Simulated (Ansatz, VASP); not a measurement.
# Ti19Si9O56 (glassy 68TiO2-32SiO2 (mol %)): VASP beside Ansatz

Wanted: the spread between two codes on one cell, functional and k mesh. The structure shown is the start of the Ansatz relaxation below; VASP solves that cell, so the two are compared at the walk's first step.

Calculated with Ansatz 0.2.0; plane waves, with VASP 6.6.1 beside it; single point at PBE.

## (1) The structure

The cell holds 84 atoms: 19 Ti, 9 Si and 56 O. Its edges and angles: a = 10.322 Å, b = 10.322 Å, c = 10.322 Å, α = 90.0°, β = 90.0°, γ = 90.0°. As first built, before any earlier steps moved the atoms (in the runner's words): 84 atoms (19 Ti, 9 Si, 56 O) placed at random at 3.07 g/cm^3, melted at 4000 K for 10 ps at fixed volume with the Morse and Coulomb pair potential with partial charges (Pedone, Malavasi, Menziani, Cormack and Segre, J. Phys. Chem. B 110, 11780 (2006)). Quenched from 4000 K to 300 K at 10 K/ps and fixed volume, held 10 ps at zero pressure.

## (2) Ansatz: relaxation, PBE

Ansatz runs on its default PAW (the set named soft_2) files.

The two programs are compared at the cell with which this relaxation starts, whose forces are those of its first step.

The input, input.yaml:

```yaml
crystal:
  lattice:
    - [10.32186, 0.0, 0.0]
    - [0.0, 10.32186, 0.0]
    - [0.0, 0.0, 10.32186]
  atoms:
    - { symbol: Ti, position: [0.72758, 0.44657, 0.63149] }
    - { symbol: Ti, position: [0.19778, 0.44008, 0.89855] }
    - { symbol: Ti, position: [0.58882, 0.73543, 0.33492] }
    - { symbol: Ti, position: [0.43357, 0.30709, 0.13866] }
    - { symbol: Ti, position: [0.49871, 0.71523, 0.67019] }
    - { symbol: Ti, position: [0.9774, 0.89282, 0.13668] }
    - { symbol: Ti, position: [0.26521, 0.64492, 0.41366] }
    - { symbol: Ti, position: [0.89763, 0.79262, 0.77324] }
    - { symbol: Ti, position: [0.73044, 0.29808, 0.97163] }
    - { symbol: Ti, position: [0.8348, 0.11979, 0.70434] }
    - { symbol: Ti, position: [0.04859, 0.48464, 0.59774] }
    - { symbol: Ti, position: [0.14672, 0.12041, 0.83905] }
    - { symbol: Ti, position: [0.88093, 0.89061, 0.46958] }
    - { symbol: Ti, position: [0.5876, 0.01773, 0.80519] }
    - { symbol: Ti, position: [0.36779, 0.97937, 0.05475] }
    - { symbol: Ti, position: [0.06186, 0.19421, 0.40118] }
    - { symbol: Ti, position: [0.03843, 0.22848, 0.10428] }
    - { symbol: Ti, position: [0.40419, 0.62838, 0.064] }
    - { symbol: Ti, position: [0.23109, 0.76256, 0.85157] }
    - { symbol: Si, position: [0.70456, 0.58153, 0.93365] }
    - { symbol: Si, position: [0.67218, 0.96695, 0.09469] }
    - { symbol: Si, position: [0.75621, 0.20034, 0.28672] }
    - { symbol: Si, position: [0.30644, 0.9683, 0.3797] }
    - { symbol: Si, position: [0.07046, 0.58529, 0.16947] }
    - { symbol: Si, position: [0.60294, 0.0392, 0.48972] }
    - { symbol: Si, position: [0.36616, 0.23696, 0.7061] }
    - { symbol: Si, position: [0.79859, 0.51072, 0.24606] }
    - { symbol: Si, position: [0.47256, 0.37003, 0.454] }
    - { symbol: O, position: [0.04587, 0.72947, 0.11499] }
    - { symbol: O, position: [0.34624, 0.36012, 0.80498] }
    - { symbol: O, position: [0.55848, 0.63245, 0.97333] }
    - { symbol: O, position: [0.06704, 0.78992, 0.82428] }
    - { symbol: O, position: [0.19081, 0.06843, 0.41085] }
    - { symbol: O, position: [0.79236, 0.28339, 0.64943] }
    - { symbol: O, position: [0.63819, 0.07373, 0.63139] }
    - { symbol: O, position: [0.91779, 0.79013, 0.60149] }
    - { symbol: O, position: [0.95019, 0.89133, 0.31182] }
    - { symbol: O, position: [0.77195, 0.54125, 0.09368] }
    - { symbol: O, position: [0.47182, 0.65102, 0.23479] }
    - { symbol: O, position: [0.76332, 0.35956, 0.26548] }
    - { symbol: O, position: [0.20208, 0.60272, 0.25616] }
    - { symbol: O, position: [0.05461, 0.34086, 0.50103] }
    - { symbol: O, position: [0.98012, 0.13159, 0.79362] }
    - { symbol: O, position: [0.46017, 0.29901, 0.31227] }
    - { symbol: O, position: [0.71477, 0.61962, 0.32806] }
    - { symbol: O, position: [0.35443, 0.80266, 0.01374] }
    - { symbol: O, position: [0.35744, 0.45373, 0.08484] }
    - { symbol: O, position: [0.90716, 0.17434, 0.30251] }
    - { symbol: O, position: [0.95246, 0.54627, 0.26107] }
    - { symbol: O, position: [0.70586, 0.906, 0.45615] }
    - { symbol: O, position: [0.38206, 0.50458, 0.45113] }
    - { symbol: O, position: [0.66088, 0.14711, 0.39735] }
    - { symbol: O, position: [0.09598, 0.45634, 0.75833] }
    - { symbol: O, position: [0.22696, 0.17181, 0.70024] }
    - { symbol: O, position: [0.62087, 0.86907, 0.21261] }
    - { symbol: O, position: [0.41724, 0.28177, 0.56997] }
    - { symbol: O, position: [0.72852, 0.44098, 0.86781] }
    - { symbol: O, position: [0.81384, 0.91759, 0.06555] }
    - { symbol: O, position: [0.69933, 0.11405, 0.16074] }
    - { symbol: O, position: [0.87474, 0.52065, 0.59941] }
    - { symbol: O, position: [0.54906, 0.85654, 0.75056] }
    - { symbol: O, position: [0.23398, 0.98378, 0.90356] }
    - { symbol: O, position: [0.45428, 0.99828, 0.45024] }
    - { symbol: O, position: [0.7073, 0.14834, 0.86636] }
    - { symbol: O, position: [0.14422, 0.59982, 0.52442] }
    - { symbol: O, position: [0.58003, 0.31732, 0.04406] }
    - { symbol: O, position: [0.26258, 0.82039, 0.42375] }
    - { symbol: O, position: [0.11791, 0.27866, 0.2467] }
    - { symbol: O, position: [0.6139, 0.40545, 0.50321] }
    - { symbol: O, position: [0.04295, 0.04504, 0.09774] }
    - { symbol: O, position: [0.36784, 0.15815, 0.07326] }
    - { symbol: O, position: [0.14814, 0.25164, 0.9611] }
    - { symbol: O, position: [0.81433, 0.94017, 0.77588] }
    - { symbol: O, position: [0.79834, 0.68772, 0.86687] }
    - { symbol: O, position: [0.55766, 0.97938, 0.99276] }
    - { symbol: O, position: [0.89069, 0.26931, 0.03372] }
    - { symbol: O, position: [0.90868, 0.05128, 0.53933] }
    - { symbol: O, position: [0.32944, 0.73323, 0.71009] }
    - { symbol: O, position: [0.44915, 0.13035, 0.78556] }
    - { symbol: O, position: [0.52454, 0.73462, 0.49638] }
    - { symbol: O, position: [0.33102, 0.95744, 0.22542] }
    - { symbol: O, position: [0.60061, 0.58499, 0.70007] }
    - { symbol: O, position: [0.2593, 0.6038, 0.92333] }
    - { symbol: O, position: [0.08841, 0.47476, 0.05555] }
kpoints:
  mp_grid: { grid: [1, 1, 1] }
hamiltonian:
  xc: pbe
scf:
  occupations: { method: gaussian, width: 0.025 }
output:
  forces: true
relax:
  f_tol: 0.05
  max_steps: 150
  cell: {}
```

Started as:

```sh
ansatz run input.yaml --threads 4 --pin off --max-ram 8192MiB --backend cpu --events-out ev --progress --plain --runs-dir out
```

Numbers of over 12 decimals in the logs are rounded to 6 here.

Output:

```text
Engine: ansatz 0.2.0, aarch64-unknown-linux-gnu
Pseudopotentials: kind: paw
Pseudopotential: Ti, paw, valence charge 12, recommended cutoff 420 eV (normal), Ti.paw.azcp
Pseudopotential: Si, paw, valence charge 4, recommended cutoff 420 eV (normal), Si.paw.azcp
Pseudopotential: O, paw, valence charge 6, recommended cutoff 420 eV (normal), O.paw.azcp
Functional definition: PBE
  parameter kappa = 0.804
  parameter beta = 0.066725
  exchange = pbe_x(kappa = kappa, mu = beta*pi^2/3)
  correlation = pbe_c(beta = beta)
Crystal: 84 atoms, lattice volume = 1099.699 Å³
Basis set: ecut = 420 eV, 21559 PW (Γ), exchange–correlation on 144×144×144 points (8 copies of the dense FFT grid, shifted against one another)
Bands: 384, of which v1, the nominal top of the filled ones, is band 300 counted from 1 (299 counted from 0)
Symmetry: 1 space group operations
Space group: P1 (ITA 1), of the structure as read, at distance tolerance 1.0e-4 Å
k-points: 1
Non-local potential: Ti, projectors of the file, l = 0: 3, l = 1: 2, l = 2: 3, l = 3: 1
Non-local potential: Si, projectors of the file, l = 0: 2, l = 1: 2, l = 2: 2
Non-local potential: O, projectors of the file, l = 0: 2, l = 1: 2, l = 2: 1
PAW form: soft (Blöchl's): semilocal exchange-correlation on the pseudo side does not see the compensation charge
PAW one-centre angular grid: Ti, 590 points (default); XC on 64 Gauss nodes
PAW one-centre angular grid: Si, 110 points (default); XC on 64 Gauss nodes
PAW one-centre angular grid: O, 110 points (default); XC on 64 Gauss nodes
Initial density: superposition of atomic densities (neutral atoms: chi_scale 0, normalization atom), corrected by the library's trained network
Initial wavefunctions: pseudopotential atomic-orbital guess
Functional: x = pbe(κ = 0.804, μ = 0.219515), c = pbe(β = 0.066725)
SCF iter   1: F=—  HF=-85087.863259 eV  |F-HF|=—  |Δ(HF+E_count)|=         —  Δρ=4.09e-3  dr2=1.97e-1  ethr=1.77e-3  ⟨swp⟩=6.0  Hψ=1454  notcnv=0  defer=47
preconditioner: auto → Resta (q_TF=auto, 2.466 Å⁻¹)  ε∞=5.9  [insulator: Δε(μ)=2.579 eV  Ē_g=10.759 eV  σ=0.025 eV  W_gap=1.00  n_scr=256 (ndim 8)  ℏωp=23.7 eV  f_vac=0.125  D(μ)=0.00/eV (n_scr^D=0)  ε∞_Penn≈5.9]
SCF iter   2: F=—  HF=-85087.850551 eV  |F-HF|=—  |Δ(HF+E_count)|=   1.27e-2  Δρ=2.26e-3  dr2=4.70e-2  ethr=3.28e-5  ⟨swp⟩=2.0  Hψ=590  notcnv=0  defer=79
SCF iter   3: F=—  HF=-85087.849776 eV  |F-HF|=—  |Δ(HF+E_count)|=   7.75e-4  Δρ=1.13e-3  dr2=1.98e-2  ethr=7.83e-6  ⟨swp⟩=2.0  Hψ=584  notcnv=0  defer=79
SCF iter   4: F=—  HF=-85087.849124 eV  |F-HF|=—  |Δ(HF+E_count)|=   6.53e-4  Δρ=4.51e-4  dr2=3.53e-3  ethr=3.31e-6  ⟨swp⟩=2.0  Hψ=583  notcnv=0  defer=79
SCF iter   5: F=—  HF=-85087.848826 eV  |F-HF|=—  |Δ(HF+E_count)|=   2.97e-4  Δρ=2.35e-4  dr2=7.96e-4  ethr=5.89e-7  ⟨swp⟩=2.0  Hψ=603  notcnv=0  defer=79
SCF iter   6: F=—  HF=-85087.848872 eV  |F-HF|=—  |Δ(HF+E_count)|=   4.64e-5  Δρ=1.45e-4  dr2=2.77e-4  ethr=1.33e-7  ⟨swp⟩=2.0  Hψ=603  notcnv=0  defer=79
SCF iter   7: F=—  HF=-85087.848936 eV  |F-HF|=—  |Δ(HF+E_count)|=   6.36e-5  Δρ=5.78e-5  dr2=4.33e-5  ethr=4.62e-8  ⟨swp⟩=2.0  Hψ=589  notcnv=0  defer=79
SCF iter   8: F=—  HF=-85087.850424 eV  |F-HF|=—  |Δ(HF+E_count)|=   1.49e-3  Δρ=2.68e-5  dr2=9.50e-6  ethr=7.22e-9  ⟨swp⟩=2.0  Hψ=676  notcnv=0  defer=79
SCF iter   9: F=—  HF=-85087.850428 eV  |F-HF|=—  |Δ(HF+E_count)|=   4.32e-6  Δρ=1.38e-5  dr2=2.44e-6  ethr=1.58e-9  ⟨swp⟩=2.0  Hψ=492  notcnv=0  defer=79
SCF iter  10: F=—  HF=-85087.850430 eV  |F-HF|=—  |Δ(HF+E_count)|=   1.17e-6  Δρ=6.78e-6  dr2=6.16e-7  ethr=4.07e-10  ⟨swp⟩=2.0  Hψ=492  notcnv=0  defer=79
SCF iter  11: F=—  HF=-85087.850430 eV  |F-HF|=—  |Δ(HF+E_count)|=   1.82e-7  Δρ=3.19e-6  dr2=1.29e-7  ethr=1.03e-10  ⟨swp⟩=2.0  Hψ=569  notcnv=0  defer=79
SCF iter  12: F=-85087.850430 eV  HF=-85087.850430 eV  |F-HF|=1.64e-9  |Δ(HF+E_count)|=   5.93e-8  Δρ=1.69e-6  dr2=3.68e-8  ethr=1.67e-11  ⟨swp⟩=3.0  Hψ=988  notcnv=0
SCF 1 converged in 12 iterations: F = -85087.850430 eV  dr2 = 3.68e-8
  greatest PAW one-centre occupation: 0.999 electrons in one spin orbital (limit 2), on the Ti atom at site 10 (counted from 0), in its partial waves of l = 0
relax step   1: F+E_penalty+E_count = -85087.85042978 eV  Δ(F+E_penalty+E_count) = +0.000e0 eV  max|allowed force component| = 4.905e0 eV/Å  Δτ_max = 0.0000 Å  P = +4.669 GPa  Ω = 1099.699 Å³  (12 SCF iters, dr2 threshold 1.00e-7 eV, accepted)
Crystal: 84 atoms, lattice volume = 1112.402 Å³
Basis set: ecut = 420 eV, 21777 PW (Γ), exchange–correlation on 144×144×144 points (8 copies of the dense FFT grid, shifted against one another)
Initial density: handed on by an earlier stage of this run
Initial wavefunctions: those handed on with the density
iter 1 solved again at ethr=2.98e-4 eV; its pass at ethr=3.10e-3 eV (dr2=1.79e0 eV) is discarded
[...]
atom  62  O     -0.00406240    -0.00540171    -0.00334994
  atom  63  O      0.00048670    -0.00173570    -0.00461046
  atom  64  O     -0.00210046     0.00407470     0.00620674
  atom  65  O     -0.01286875    -0.01293339     0.01012842
  atom  66  O      0.02356770     0.00175860    -0.01393676
  atom  67  O      0.00796882     0.01356467     0.00075918
  atom  68  O     -0.00039287     0.00085152     0.00731686
  atom  69  O      0.00694609     0.00535697     0.01672321
  atom  70  O     -0.00324377    -0.00452663     0.00339296
  atom  71  O      0.00060821    -0.00338849    -0.00049029
  atom  72  O      0.01101585     0.00399322     0.00299883
  atom  73  O     -0.00091759    -0.00416463     0.00296756
  atom  74  O      0.00129312     0.00040324    -0.00400979
  atom  75  O      0.00531565    -0.00518543     0.01241121
  atom  76  O      0.00154802    -0.00548395    -0.00026352
  atom  77  O      0.00199304     0.00618954     0.00604575
  atom  78  O      0.01856409    -0.00723554    -0.02204197
  atom  79  O     -0.00416638     0.00793024    -0.00639655
  atom  80  O     -0.00873515    -0.00210027     0.02659045
  atom  81  O     -0.00574935    -0.00479789     0.02356558
  atom  82  O     -0.00843076     0.01069559    -0.00649520
  atom  83  O     -0.00085484    -0.00544205     0.00310712
  atom  84  O      0.00131735    -0.00212602     0.00179297
  max |Σ_I F_I| component: 1.85e-5 eV/Å
--- Stress (GPa, compression-positive) ---
       -0.002064       0.002180      -0.015988
        0.002180       0.022180       0.005716
       -0.015988       0.005715       0.029096
  P = ⅓ Tr σ = 0.0164 GPa (0.164 kbar)
--- Relaxed structure (24 steps of the walk, 17 accepted, 2 SCFs on fresh bases) ---
  F+E_penalty+E_count = -85094.13197848 eV   max|allowed force component| = 3.010e-2 eV/Å   (the final SCF, on the basis selected at the relaxed cell)
  cell:  # Å, volume = 1088.3490 Å³
    - [10.430298, -0.024199, -0.113396]
    - [-0.024199, 10.147856, -0.067660]
    - [-0.113396, -0.067660, 10.284208]
  atoms:
    - { symbol: Ti, position: [0.710636, 0.460412, 0.648294] }
    - { symbol: Ti, position: [0.189597, 0.431385, 0.906189] }
    - { symbol: Ti, position: [0.590258, 0.744264, 0.305944] }
    - { symbol: Ti, position: [0.441846, 0.312680, 0.150469] }
    - { symbol: Ti, position: [0.483903, 0.718766, 0.636376] }
    - { symbol: Ti, position: [0.976583, 0.884517, 0.142067] }
    - { symbol: Ti, position: [0.234754, 0.631711, 0.443830] }
    - { symbol: Ti, position: [0.901649, 0.819619, 0.774922] }
    - { symbol: Ti, position: [0.731967, 0.295113, 0.969120] }
    - { symbol: Ti, position: [0.840130, 0.139337, 0.690521] }
    - { symbol: Ti, position: [-1.8346256670971617e-6, 0.451001, 0.612046] }
    - { symbol: Ti, position: [0.131960, 0.074145, 0.864560] }
    - { symbol: Ti, position: [0.882995, 0.903670, 0.467523] }
    - { symbol: Ti, position: [0.593800, 0.025354, 0.782508] }
    - { symbol: Ti, position: [0.391979, 0.964219, 0.084970] }
    - { symbol: Ti, position: [0.068059, 0.176037, 0.402886] }
    - { symbol: Ti, position: [0.047797, 0.229549, 0.105423] }
    - { symbol: Ti, position: [0.423905, 0.610406, 0.042674] }
    - { symbol: Ti, position: [0.245892, 0.784718, 0.872220] }
    - { symbol: Si, position: [0.723454, 0.583752, 0.932185] }
    - { symbol: Si, position: [0.674951, 0.972611, 0.093920] }
    - { symbol: Si, position: [0.763824, 0.208313, 0.269604] }
    - { symbol: Si, position: [0.312114, 0.952977, 0.396086] }
    - { symbol: Si, position: [0.073504, 0.575188, 0.172567] }
    - { symbol: Si, position: [0.612006, 0.038313, 0.462423] }
    - { symbol: Si, position: [0.343490, 0.228774, 0.714280] }
    - { symbol: Si, position: [0.802389, 0.516472, 0.229039] }
    - { symbol: Si, position: [0.443112, 0.386645, 0.480920] }
    - { symbol: O, position: [0.045750, 0.720940, 0.104018] }
    - { symbol: O, position: [0.316877, 0.360370, 0.802131] }
    - { symbol: O, position: [0.574455, 0.620919, 0.957030] }
    - { symbol: O, position: [0.072694, 0.863508, 0.837216] }
    - { symbol: O, position: [0.199455, 0.056734, 0.433797] }
    - { symbol: O, position: [0.839298, 0.312479, 0.653856] }
    - { symbol: O, position: [0.658811, 0.085954, 0.608670] }
    - { symbol: O, position: [0.920553, 0.794843, 0.599029] }
    - { symbol: O, position: [0.975080, 0.882267, 0.317802] }
    - { symbol: O, position: [0.783883, 0.535146, 0.072019] }
    - { symbol: O, position: [0.477702, 0.642345, 0.209145] }
    - { symbol: O, position: [0.754582, 0.369507, 0.270991] }
    - { symbol: O, position: [0.196498, 0.595864, 0.273614] }
    - { symbol: O, position: [0.061773, 0.310494, 0.514860] }
    - { symbol: O, position: [0.975535, 0.120836, 0.798105] }
    - { symbol: O, position: [0.437409, 0.349377, 0.326268] }
    - { symbol: O, position: [0.728810, 0.636189, 0.303180] }
    - { symbol: O, position: [0.381395, 0.784101, 0.00965304] }
    - { symbol: O, position: [0.351827, 0.436176, 0.061490] }
    - { symbol: O, position: [0.912025, 0.164796, 0.292943] }
    - { symbol: O, position: [0.953676, 0.534199, 0.265205] }
    - { symbol: O, position: [0.705894, 0.910529, 0.422273] }
    - { symbol: O, position: [0.371145, 0.530404, 0.508057] }
    - { symbol: O, position: [0.656236, 0.159240, 0.370250] }
[...]
- { symbol: O, position: [0.923414, 0.064413, 0.533027] }
    - { symbol: O, position: [0.323659, 0.747573, 0.726626] }
    - { symbol: O, position: [0.462555, 0.140325, 0.771130] }
    - { symbol: O, position: [0.526548, 0.733343, 0.462311] }
    - { symbol: O, position: [0.311928, 0.929319, 0.236856] }
    - { symbol: O, position: [0.597027, 0.601627, 0.692712] }
    - { symbol: O, position: [0.242975, 0.608322, 0.927725] }
    - { symbol: O, position: [0.090354, 0.452360, 0.069846] }
```

(Continued in part 2 of 2.)

[Lines on the potential files, build, host, timing and source positions are cut from VASP's logs without a mark.]

[Logs are printed without paths, hosts, clocks, repeated set-up lines and the standing remarks that a program may print on its own settings, such as how far it seeks lower states.]

[Hosts, paths, dates, database ids (printed as entryN), source tags and the programs' standing remarks are cut or masked in the printed files.]
